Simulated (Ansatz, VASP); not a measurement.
# TiB2 in two plane-wave programs

Aim: how closely do two programs agree when they are given the same cell, functional and k mesh? The cell is taken from a series of runs on this material, whose earlier steps may have relaxed, scaled, displaced or heated it; both programs get it as it stands.

Method: plane waves, with VASP 6.6.1 beside it; zone-centre phonons at PBEsol, in Ansatz 0.2.0.

## (1) The starting structure

It takes space group P6/mmm (No. 191, hexagonal). Conventional cell: a = 3.027 Å, b = 3.027 Å, c = 3.120 Å, α = 90.00°, β = 90.00°, γ = 120.00°. Nearest to B lie 3 B at 1.75 Å and 6 Ti at 2.34 Å. Nearest to Ti lie 12 B at 2.34 Å. Farther neighbours are not listed.

Structure file:

```cif
data_structure
_symmetry_space_group_name_H-M 'P 1'
_symmetry_Int_Tables_number 1
_cell_length_a 3.0268
_cell_length_b 3.0268
_cell_length_c 3.1204
_cell_angle_alpha 90.000
_cell_angle_beta 90.000
_cell_angle_gamma 120.000
_cell_volume 24.76
loop_
_atom_site_label
_atom_site_type_symbol
_atom_site_fract_x
_atom_site_fract_y
_atom_site_fract_z
_atom_site_occupancy
B1 B 0.33333 0.66667 0.50000 1
B2 B 0.66667 0.33333 0.50000 1
Ti3 Ti 0.00000 0.00000 0.00000 1
```

## (2) VASP: zone-centre phonons, PBEsol

Second derivatives magnify differences that forces hide, and they need a tight electronic threshold.

Lines of VASP's logs that name or quote its potential files are left out, and so is its time.

The input, INCAR:

```
SYSTEM = TiB2
PREC = Accurate
ENCUT = 500
EDIFF = 1E-08
NELM = 120
ISMEAR = 1
SIGMA = 0.2
LREAL = .FALSE.
ALGO = Normal
GGA = PS
NBANDS = 15
LASPH = .TRUE.
LORBIT = 11
LWAVE = .FALSE.
LCHARG = .FALSE.
ISIF = 2
IBRION = 8
GGA_COMPAT = .FALSE.
KPAR = 2
```

The input, POSCAR:

```
TiB2
1.0
    3.0267575315      0.0000000000      0.0000000000
   -1.5133787657      2.6212489134      0.0000000000
    0.0000000000      0.0000000000      3.1204250169
B Ti
2 1
Direct
    0.3333333333      0.6666666667      0.5000000000
    0.6666666667      0.3333333333      0.5000000000
    0.0000000000      0.0000000000      0.0000000000
```

The input, KPOINTS:

```
Automatic mesh
0
Gamma
15 15 16
0 0 0
```

PAW data sets: B and Ti_sv (PBE family, release 64).

On the command line:

```bash
$ mpirun -np 2 vasp_std
```

Numbers of over 12 decimals in the logs are rounded to 6 here.

Output:

```text
[banner, memory and clock lines left out]
running    2 mpi-ranks, on    1 nodes
 distrk:  each k-point on    1 cores,    2 groups
 distr:  one band on    1 cores,    1 groups

 POSCAR found type information on POSCAR B Ti
 POSCAR found :  2 types and       3 ions
|                                                                             |
|               ----> ADVICE to this user running VASP <----                  |
|                                                                             |
|     You enforced a specific xc type in the INCAR file but a different       |
|     [... a line on the potential file left out ...]
|     I HOPE YOU KNOW WHAT YOU ARE DOING!                                     |
|                                                                             |

 LDA part: xc-table for (Slater+PW92), standard interpolation
 POSCAR, INCAR and KPOINTS ok, starting setup
 FFT: planning ... GRIDC
 FFT: planning ... GRID_SOFT
 FFT: planning ... GRID
 WAVECAR not read
 entering main loop
       N       E                     dE             d eps       ncg     rms          rms(c)
DAV:   1     0.120052128338E+03    0.12005E+03   -0.89168E+03  7318   0.135E+03
DAV:   2    -0.231741762388E+02   -0.14323E+03   -0.13858E+03  7710   0.354E+02
DAV:   3    -0.304973301003E+02   -0.73232E+01   -0.72322E+01 10487   0.779E+01
DAV:   4    -0.306993592467E+02   -0.20203E+00   -0.20190E+00  9015   0.115E+01
DAV:   5    -0.307044857520E+02   -0.51265E-02   -0.51261E-02 10671   0.156E+00    0.180E+01
DAV:   6    -0.257550685900E+02    0.49494E+01   -0.19815E+01 10043   0.523E+01    0.399E+00
DAV:   7    -0.257735560012E+02   -0.18487E-01   -0.10737E+00  7759   0.117E+01    0.365E+00
DAV:   8    -0.257780655403E+02   -0.45095E-02   -0.83271E-02 11898   0.243E+00    0.650E-01
DAV:   9    -0.257768193551E+02    0.12462E-02   -0.24754E-02  9011   0.213E+00    0.181E-01
DAV:  10    -0.257767214425E+02    0.97913E-04   -0.32820E-03  9039   0.767E-01    0.134E-01
DAV:  11    -0.257766005423E+02    0.12090E-03   -0.23287E-04  9828   0.167E-01    0.641E-02
DAV:  12    -0.257765814772E+02    0.19065E-04   -0.77186E-05  9211   0.106E-01    0.155E-02
DAV:  13    -0.257765814732E+02    0.40275E-08   -0.51962E-06  8811   0.228E-02    0.381E-03
DAV:  14    -0.257765815056E+02   -0.32448E-07   -0.81288E-07 10938   0.101E-02    0.888E-04
DAV:  15    -0.257765814683E+02    0.37355E-07   -0.24186E-08  7587   0.174E-03    0.457E-04
DAV:  16    -0.257765814864E+02   -0.18119E-07   -0.56303E-09  4592   0.846E-04    0.615E-05
DAV:  17    -0.257765814918E+02   -0.54083E-08   -0.10687E-09  3960   0.315E-04
   1 F= -.25776581E+02 E0= -.25776678E+02  d E =0.289010E-03
 Linear response reoptimize wavefunctions to high precision
DAV:   1    -0.257765814928E+02   -0.98612E-09   -0.17658E-10  4534   0.126E-04
DAV:   2    -0.257765814928E+02   -0.90949E-11   -0.45249E-11  3918   0.563E-05
 Linear response DOF=           4
 Linear response progress:
  Degree of freedom:   1/  4
       N       E                     dE             d eps       ncg     rms          rms(c)
RMM:   1    -0.503936190027E-01   -0.50394E-01   -0.26554E-02 70096   0.147E+00
RMM:   2    -0.448591914944E-01    0.55344E-02   -0.29866E-03 58954   0.378E-01    0.166E-01
RMM:   3    -0.446803674431E-01    0.17882E-03   -0.11415E-03 59590   0.192E-01    0.820E-02
RMM:   4    -0.452395855148E-01   -0.55922E-03   -0.79630E-04 59376   0.146E-01    0.912E-03
RMM:   5    -0.452335454554E-01    0.60401E-05   -0.15010E-04 72321   0.550E-02    0.336E-03
RMM:   6    -0.452570480717E-01   -0.23503E-04   -0.31833E-05 74780   0.231E-02    0.144E-03
RMM:   7    -0.452500509634E-01    0.69971E-05   -0.60761E-06 73192   0.975E-03    0.444E-04
RMM:   8    -0.452555964895E-01   -0.55455E-05   -0.11353E-06 74494   0.473E-03    0.242E-04
RMM:   9    -0.452539389115E-01    0.16576E-05   -0.49152E-07 74818   0.231E-03    0.623E-05
RMM:  10    -0.452540123736E-01   -0.73462E-07   -0.18259E-07 76006   0.116E-03    0.173E-05
RMM:  11    -0.452541060369E-01   -0.93663E-07    0.46521E-08 75989   0.593E-04    0.142E-05
RMM:  12    -0.452540992607E-01    0.67762E-08   -0.11155E-07 75291   0.323E-04    0.115E-05
RMM:  13    -0.452540624912E-01    0.36769E-07   -0.69845E-08 75945   0.177E-04    0.306E-06
RMM:  14    -0.452540619888E-01    0.50244E-09   -0.39758E-08 78580   0.997E-05    0.109E-06
 first order change of Fermi-energy   0.67882E-04
 force on displaced ion       1 direction 1 : -19.782  -0.001   0.000
 Linear response progress:
  Degree of freedom:   2/  4
       N       E                     dE             d eps       ncg     rms          rms(c)
RMM:   1    -0.460856037085E-01   -0.46086E-01    0.96074E-03 23388   0.176E+00
RMM:   2    -0.441877290466E-01    0.18979E-02   -0.24672E-03 21760   0.353E-01    0.127E-01
RMM:   3    -0.441573053150E-01    0.30424E-04   -0.10203E-03 22281   0.184E-01    0.618E-02
RMM:   4    -0.446046343924E-01   -0.44733E-03   -0.54404E-04 22760   0.128E-01    0.119E-02
RMM:   5    -0.446521376267E-01   -0.47503E-04   -0.12154E-04 25911   0.543E-02    0.348E-03
RMM:   6    -0.446777447667E-01   -0.25607E-04   -0.23501E-05 26711   0.240E-02    0.135E-03
RMM:   7    -0.446670931431E-01    0.10652E-04   -0.56975E-06 26275   0.111E-02    0.545E-04
RMM:   8    -0.446698668169E-01   -0.27737E-05   -0.37337E-07 26773   0.552E-03    0.152E-04
RMM:   9    -0.446697157831E-01    0.15103E-06    0.59451E-06 26954   0.270E-03    0.115E-04
RMM:  10    -0.446695824803E-01    0.13330E-06    0.38629E-06 26417   0.141E-03    0.874E-05
RMM:  11    -0.446700857211E-01   -0.50324E-06    0.28705E-06 26348   0.725E-04    0.416E-05
RMM:  12    -0.446700691361E-01    0.16585E-07    0.19536E-06 27690   0.384E-04    0.125E-05
RMM:  13    -0.446700330182E-01    0.36118E-07    0.13656E-06 26982   0.210E-04    0.159E-05
RMM:  14    -0.446700261557E-01    0.68625E-08    0.90534E-07 26171   0.120E-04    0.139E-05
RMM:  15    -0.446700227534E-01    0.34023E-08    0.59519E-07 27436   0.633E-05    0.840E-06
RMM:  16    -0.446700202127E-01    0.25408E-08    0.43643E-07 27799   0.349E-05    0.723E-06
RMM:  17    -0.446700173233E-01    0.28894E-08    0.27622E-07 25575   0.220E-05    0.283E-06
RMM:  18    -0.446700141189E-01    0.32044E-08    0.20670E-07 26101   0.136E-05    0.292E-07
RMM:  19    -0.446700137390E-01    0.37995E-09    0.12806E-07 23263   0.789E-06    0.328E-07
RMM:  20    -0.446700137517E-01   -0.12719E-10    0.82667E-08 18287   0.513E-06    0.282E-07
 first order change of Fermi-energy  -0.30184E-03
 force on displaced ion       1 direction 3 :   0.000  -0.000 -10.743
 Linear response progress:
  Degree of freedom:   3/  4
       N       E                     dE             d eps       ncg     rms          rms(c)
RMM:   1    -0.699334872184E+00   -0.69933E+00    0.43538E+00 17487   0.135E+02
RMM:   2    -0.659327791251E+00    0.40007E-01   -0.33157E-01 29000   0.517E+00    0.185E-01
RMM:   3    -0.657744661229E+00    0.15831E-02   -0.22217E-02 34171   0.124E+00    0.829E-02
RMM:   4    -0.657569333321E+00    0.17533E-03   -0.12798E-02 38599   0.570E-01    0.186E-02
RMM:   5    -0.658437639547E+00   -0.86831E-03   -0.11985E-03 39351   0.195E-01    0.950E-03
RMM:   6    -0.658751831295E+00   -0.31419E-03   -0.30405E-04 40690   0.850E-02    0.464E-03
RMM:   7    -0.658954820110E+00   -0.20299E-03   -0.71839E-05 39422   0.391E-02    0.865E-04
RMM:   8    -0.658991922812E+00   -0.37103E-04   -0.22900E-05 41928   0.175E-02    0.240E-04
RMM:   9    -0.658995245125E+00   -0.33223E-05   -0.12937E-05 42261   0.918E-03    0.207E-04
RMM:  10    -0.658999880889E+00   -0.46358E-05   -0.94915E-06 42193   0.485E-03    0.173E-04
RMM:  11    -0.659008706579E+00   -0.88257E-05   -0.68295E-06 39955   0.313E-03    0.452E-05
RMM:  12    -0.659013020063E+00   -0.43135E-05   -0.47217E-06 41152   0.208E-03    0.106E-04
RMM:  13    -0.659009557473E+00    0.34626E-05   -0.36666E-06 40080   0.148E-03    0.142E-05
RMM:  14    -0.659009566011E+00   -0.85378E-08   -0.25430E-06 43163   0.110E-03    0.268E-05
RMM:  15    -0.659009930336E+00   -0.36432E-06   -0.19844E-06 42082   0.867E-04    0.317E-05
RMM:  16    -0.659009948679E+00   -0.18343E-07   -0.15371E-06 43320   0.710E-04    0.381E-05
RMM:  17    -0.659009983518E+00   -0.34840E-07   -0.12350E-06 39730   0.600E-04    0.432E-05
RMM:  18    -0.659010298621E+00   -0.31510E-06   -0.11097E-06 38037   0.520E-04    0.454E-05
RMM:  19    -0.659009738727E+00    0.55989E-06   -0.91615E-07 37447   0.464E-04    0.593E-05
RMM:  20    -0.659010038540E+00   -0.29981E-06   -0.76615E-07 36773   0.400E-04    0.581E-05
RMM:  21    -0.659009997234E+00    0.41307E-07   -0.64792E-07 39645   0.350E-04    0.612E-05
RMM:  22    -0.659010008382E+00   -0.11149E-07   -0.54614E-07 35472   0.310E-04    0.637E-05
 first order change of Fermi-energy   0.42590E-03
 force on displaced ion       3 direction 1 : -16.162   0.000   0.000
 Linear response progress:
  Degree of freedom:   4/  4
       N       E                     dE             d eps       ncg     rms          rms(c)
RMM:   1    -0.779800485719E+00   -0.77980E+00   -0.11304E+00  7519   0.132E+02
RMM:   2    -0.729213640971E+00    0.50587E-01   -0.31177E-01 11975   0.478E+00    0.203E-01
RMM:   3    -0.728212523506E+00    0.10011E-02   -0.23480E-02 13961   0.119E+00    0.924E-02
RMM:   4    -0.728642468756E+00   -0.42995E-03   -0.16540E-02 15325   0.585E-01    0.251E-02
RMM:   5    -0.729656189243E+00   -0.10137E-02   -0.15566E-03 16107   0.195E-01    0.176E-02
RMM:   6    -0.730716125443E+00   -0.10599E-02   -0.31503E-04 14592   0.938E-02    0.607E-03
RMM:   7    -0.730430648691E+00    0.28548E-03   -0.87502E-05 15691   0.403E-02    0.286E-03
RMM:   8    -0.730532208879E+00   -0.10156E-03   -0.32466E-05 16240   0.201E-02    0.680E-04
RMM:   9    -0.730553488799E+00   -0.21280E-04   -0.13660E-05 17192   0.105E-02    0.262E-04
RMM:  10    -0.730555583894E+00   -0.20951E-05   -0.64532E-06 16924   0.616E-03    0.168E-04
RMM:  11    -0.730558615061E+00   -0.30312E-05   -0.64266E-06 16809   0.397E-03    0.131E-04
RMM:  12    -0.730566145702E+00   -0.75306E-05   -0.29849E-06 15744   0.295E-03    0.534E-05
RMM:  13    -0.730565601514E+00    0.54419E-06   -0.18222E-06 16781   0.221E-03    0.201E-05
RMM:  14    -0.730566318017E+00   -0.71650E-06   -0.62431E-07 16698   0.176E-03    0.213E-05
[...]
RMM:  29    -0.730567242360E+00   -0.22386E-08    0.20198E-06  9192   0.242E-04    0.117E-05
RMM:  30    -0.730567216855E+00    0.25505E-07    0.18564E-06 14201   0.219E-04    0.144E-05
RMM:  31    -0.730567222052E+00   -0.51968E-08    0.18413E-06  7767   0.195E-04    0.157E-05
RMM:  32    -0.730567226552E+00   -0.44995E-08    0.18190E-06  7366   0.175E-04    0.169E-05
RMM:  33    -0.730567223530E+00    0.30215E-08    0.17462E-06 11927   0.158E-04    0.188E-05
RMM:  34    -0.730567225394E+00   -0.18641E-08    0.19831E-06  7013   0.142E-04    0.197E-05
RMM:  35    -0.730567226476E+00   -0.10816E-08    0.18430E-06  6802   0.128E-04    0.206E-05
RMM:  36    -0.730567229173E+00   -0.26976E-08    0.17720E-06 10254   0.116E-04    0.208E-05
 first order change of Fermi-energy   0.23517E-02
 force on displaced ion       3 direction 3 :  -0.000  -0.000 -16.753
 Linear response finished
```

From OUTCAR (step 2):

```text
ion  position               nearest neighbor table
   1  0.333  0.667  0.500-   2 1.75   2 1.75   2 1.75   3 2.34   3 2.34   3 2.34   3 2.34   3 2.34
                             3 2.34
   2  0.667  0.333  0.500-   1 1.75   1 1.75   1 1.75   3 2.34   3 2.34   3 2.34   3 2.34   3 2.34
                             3 2.34
   3  0.000  0.000  0.000-   1 2.34   2 2.34   1 2.34   2 2.34   1 2.34   1 2.34   2 2.34   2 2.34
                             2 2.34   2 2.34   1 2.34   1 2.34

  LATTYP: Found a hexagonal cell.
 ALAT       =     3.0267575315
 C/A-ratio  =     1.0309464780

 Subroutine GETGRP returns: Found 24 space group operations
 (whereof 24 operations were pure point group operations)

The static configuration has the point symmetry D_6h.

 Found    243 irreducible k-points:

   k-points           NKPTS =    243   k-points in BZ     NKDIM =    243   number of bands    NBANDS=     15

   dimension x,y,z NGX =    24 NGY =   24 NGZ =   24
   dimension x,y,z NGXF=    48 NGYF=   48 NGZF=   48

   ENCUT  =  500.0 eV  36.75 Ry    6.06 a.u.   5.52  5.52  5.69*2*pi/ulx,y,z

   NELECT =      18.0000    total number of electrons

 k-points in reciprocal lattice and weights: Automatic mesh
   0.00000000  0.00000000  0.00000000       0.000
   0.06666667 -0.00000000  0.00000000       0.002
   0.13333333  0.00000000  0.00000000       0.002
   0.20000000  0.00000000  0.00000000       0.002
   0.26666667  0.00000000  0.00000000       0.002
   0.33333333 -0.00000000  0.00000000       0.002
   0.40000000  0.00000000  0.00000000       0.002
   0.46666667 -0.00000000  0.00000000       0.002
   0.06666667  0.06666667  0.00000000       0.002
[...]
0.33333333  0.26666667  0.50000000       0.003
   0.33333333  0.33333333  0.50000000       0.001

 average (electrostatic) potential at core
       1 -22.0393       2 -22.0393       3 -70.1764

  Total        0.0670305      0.0670305      1.4731149      0.0000000      0.0000000      0.0000000
  in kB        4.3379401      4.3379401     95.3339412      0.0000000      0.0000000      0.0000000
  external PRESSURE =      34.6699404 kB  Pullay stress =       0.0000000 kB

  energy-cutoff  :      500.00
  volume of cell :       24.76
      direct lattice vectors                 reciprocal lattice vectors
     3.026757531  0.000000000  0.000000000     0.330386557  0.190748768  0.000000000
    -1.513378766  2.621248913  0.000000000     0.000000000  0.381497535  0.000000000
     0.000000000  0.000000000  3.120425017     0.000000000  0.000000000  0.320469165

 POSITION                                       TOTAL-FORCE (eV/Angst)
 -----------------------------------------------------------------------------------
     -0.00000      1.74750      1.56021         0.000000     -0.000000      0.000000
      1.51338      0.87375      1.56021         0.000000      0.000000      0.000000
      0.00000      0.00000      0.00000         0.000000      0.000000      0.000000
 -----------------------------------------------------------------------------------
    total drift:                               -0.000000      0.000000      0.000000

 Eigenvectors and eigenvalues of the dynamical matrix
 ----------------------------------------------------

   1 f  =   26.685800 THz   167.671828 2PiTHz  890.142480 cm-1   110.363552 meV
             X         Y         Z           dx          dy          dz
     -0.000000  1.747499  1.560213     0.371161    0.601863    0.000000
      1.513379  0.873750  1.560213    -0.371161   -0.601863   -0.000000
      0.000000  0.000000  0.000000    -0.000000    0.000000    0.000000

   2 f  =   26.685800 THz   167.671828 2PiTHz  890.142480 cm-1   110.363552 meV
             X         Y         Z           dx          dy          dz
     -0.000000  1.747499  1.560213    -0.601863    0.371161   -0.000000
      1.513379  0.873750  1.560213     0.601863   -0.371161    0.000000
      0.000000  0.000000  0.000000    -0.000000   -0.000000    0.000000

   3 f  =   17.213279 THz   108.154219 2PiTHz  574.173167 cm-1    71.188368 meV
             X         Y         Z           dx          dy          dz
     -0.000000  1.747499  1.560213     0.000000    0.000000   -0.707107
      1.513379  0.873750  1.560213     0.000000    0.000000    0.707107
      0.000000  0.000000  0.000000    -0.000000   -0.000000    0.000000

   4 f  =   16.581904 THz   104.187179 2PiTHz  553.112796 cm-1    68.577216 meV
             X         Y         Z           dx          dy          dz
     -0.000000  1.747499  1.560213    -0.000000   -0.000000    0.586942
      1.513379  0.873750  1.560213     0.000000   -0.000000    0.586942
      0.000000  0.000000  0.000000     0.000000    0.000000   -0.557673

   5 f  =   16.272301 THz   102.241880 2PiTHz  542.785522 cm-1    67.296797 meV
             X         Y         Z           dx          dy          dz
     -0.000000  1.747499  1.560213     0.307959    0.499377    0.000000
      1.513379  0.873750  1.560213     0.307959    0.499377   -0.000000
      0.000000  0.000000  0.000000    -0.292991   -0.475104    0.000000

   6 f  =   16.272301 THz   102.241880 2PiTHz  542.785522 cm-1    67.296797 meV
             X         Y         Z           dx          dy          dz
     -0.000000  1.747499  1.560213    -0.499377    0.307959    0.000000
      1.513379  0.873750  1.560213    -0.499377    0.307959   -0.000000
      0.000000  0.000000  0.000000     0.475104   -0.292991    0.000000

   7 f/i=    0.001797 THz     0.011289 2PiTHz    0.059930 cm-1     0.007430 meV
             X         Y         Z           dx          dy          dz
     -0.000000  1.747499  1.560213     0.000000    0.000000   -0.394334
      1.513379  0.873750  1.560213     0.000000    0.000000   -0.394334
      0.000000  0.000000  0.000000     0.000000    0.000000   -0.830061

   8 f/i=    0.008237 THz     0.051757 2PiTHz    0.274771 cm-1     0.034067 meV
             X         Y         Z           dx          dy          dz
     -0.000000  1.747499  1.560213     0.394670    0.004388    0.000000
      1.513379  0.873750  1.560213     0.394670    0.004388    0.000000
      0.000000  0.000000  0.000000     0.829667    0.009225    0.000000

   9 f/i=    0.008237 THz     0.051757 2PiTHz    0.274771 cm-1     0.034067 meV
             X         Y         Z           dx          dy          dz
     -0.000000  1.747499  1.560213     0.004388   -0.394670   -0.000000
      1.513379  0.873750  1.560213     0.004388   -0.394670   -0.000000
      0.000000  0.000000  0.000000     0.009225   -0.829667    0.000000

 ELASTIC MODULI CONTR FROM IONIC RELAXATION (kBar)
 Direction    XX          YY          ZZ          XY          YZ          ZX
 --------------------------------------------------------------------------------
 XX         -34.7249     34.7249      0.0000     -0.0000      0.0000      0.0000
 YY          34.7249    -34.7249     -0.0000     -0.0000      0.0000     -0.0000
 ZZ           0.0000     -0.0000     -0.0000     -0.0000      0.0000     -0.0000
 XY          -0.0000     -0.0000     -0.0000    -34.7249      0.0000     -0.0000
 YZ           0.0000      0.0000      0.0000      0.0000      0.0000      0.0000
 ZX           0.0000     -0.0000     -0.0000     -0.0000      0.0000     -0.0000
 --------------------------------------------------------------------------------
```

(Continued in part 2 of 2.)

[Lines on the potential files, build, host, timing and source positions are cut from VASP's logs without a mark.]

[Logs are printed without paths, hosts, clocks, repeated set-up lines and the standing remarks that a program may print on its own settings, such as how far it seeks lower states.]

[Hosts, paths, dates, database ids (printed as entryN), source tags and the programs' standing remarks are cut or masked in the printed files.]
